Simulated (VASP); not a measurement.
Output of a VASP run:

OSZICAR:
```
       N       E                     dE             d eps       ncg     rms          rms(c)
DAV:   1     0.917174806769E+02    0.91717E+02   -0.73229E+03  1816   0.105E+03
DAV:   2    -0.152905292506E+02   -0.10701E+03   -0.10535E+03  1812   0.333E+02
DAV:   3    -0.216777968658E+02   -0.63873E+01   -0.61150E+01  2740   0.634E+01
DAV:   4    -0.218040238217E+02   -0.12623E+00   -0.12548E+00  2554   0.101E+01
DAV:   5    -0.218073774476E+02   -0.33536E-02   -0.33515E-02  2610   0.156E+00    0.869E+00
DAV:   6    -0.207811202388E+02    0.10263E+01   -0.52166E+00  3024   0.260E+01    0.303E+00
DAV:   7    -0.207211636185E+02    0.59957E-01   -0.11267E-01  2296   0.294E+00    0.176E+00
DAV:   8    -0.206927365440E+02    0.28427E-01   -0.45471E-02  2872   0.193E+00    0.247E-01
DAV:   9    -0.206922466617E+02    0.48988E-03   -0.33077E-03  2344   0.639E-01    0.107E-01
DAV:  10    -0.206921796531E+02    0.67009E-04   -0.23644E-04  2976   0.170E-01    0.727E-02
DAV:  11    -0.206921801819E+02   -0.52884E-06   -0.46579E-05  2762   0.642E-02    0.331E-02
DAV:  12    -0.206921730265E+02    0.71555E-05   -0.49940E-05  3022   0.862E-02    0.705E-03
DAV:  13    -0.206921727210E+02    0.30551E-06   -0.39062E-06  2064   0.215E-02
   1 F= -.20692173E+02 E0= -.20691922E+02  d E =-.753271E-03
```

OUTCAR:
```
------------------------ aborting loop because EDIFF is reached ----------------------------------------
  FORCE on cell =-STRESS in cart. coord.  units (eV):
  Direction    XX          YY          ZZ          XY          YZ          ZX
  --------------------------------------------------------------------------------------
  Total       -1.6929863     -1.3018401     -2.3068771      0.0000000      0.0000000      0.0000000
  in kB      -38.2445021    -29.4085213    -52.1122724      0.0000000      0.0000000      0.0000000
  external PRESSURE =     -39.9217653 kB  Pullay stress =       0.0000000 kB
  volume of cell :       70.92
      direct lattice vectors                 reciprocal lattice vectors
     4.138051000  0.000000000  0.000000000     0.241659661  0.000000000  0.000000000
     0.000000000  4.099991000  0.000000000     0.000000000  0.243902974  0.000000000
     0.000000000  0.000000000  4.180385000     0.000000000  0.000000000  0.239212417
 POSITION                                       TOTAL-FORCE (eV/Angst)
 -----------------------------------------------------------------------------------
      0.00000      0.00000      0.00000         0.350960      0.000000      0.000000
      0.00000      2.05000      2.09019         0.129627      0.000000      0.000000
      2.06903      0.00000      2.09019         0.016040      0.000000      0.000000
      2.15441      2.05000      0.00000        -0.496628      0.000000      0.000000
 -----------------------------------------------------------------------------------
    total drift:                               -0.000153     -0.000000     -0.000000
  FREE ENERGIE OF THE ION-ELECTRON SYSTEM (eV)
  ---------------------------------------------------
  free  energy   TOTEN  =       -20.6921727210 eV

  energy  without entropy=      -20.6914194501  energy(sigma->0) =      -20.69192163
```
(Selected blocks of OUTCAR.)

**POSCAR**
```
Al3Sc
1
    4.1380510000     0.0000000000     0.0000000000
    0.0000000000     4.0999910000     0.0000000000
    0.0000000000     0.0000000000     4.1803850000
Sc Al
1 3
Direct
  0.0000000000   0.0000000000   0.0000000000
  0.0000000000   0.5000000000   0.5000000000
  0.5000000000   0.0000000000   0.5000000000
  0.5206350000   0.5000000000   0.0000000000
```

Question: Write an INCAR and KPOINTS that could have produced this output.

Answer: One answer among several that fit: the input of the run itself, PBEsol GGA, plane waves, VASP's PBE PAW potentials (set 64).

### KPOINTS
```
Automatic mesh
0
Gamma
7 7 7
0 0 0
```

INCAR:
```
SYSTEM = Al3Sc
PREC = Accurate
ENCUT = 400
EDIFF = 1E-6
NELM = 100
ALGO = Normal
LREAL = .FALSE.
LASPH = .TRUE.
ISMEAR = 1
SIGMA = 0.1
GGA = PS
LMAXMIX = 4
LWAVE = .FALSE.
LCHARG = .FALSE.
ISIF = 2
```

POTCAR, in this order: Sc_sv Al (PBE.64 set). Program: vasp_std.

The compound is Al3Sc in the L1_2 structure. The cell was not relaxed at this level, atoms are displaced from their ideal sites. The run is one of a series of settings (GGA = PS against the base run), some of them coarse on purpose.
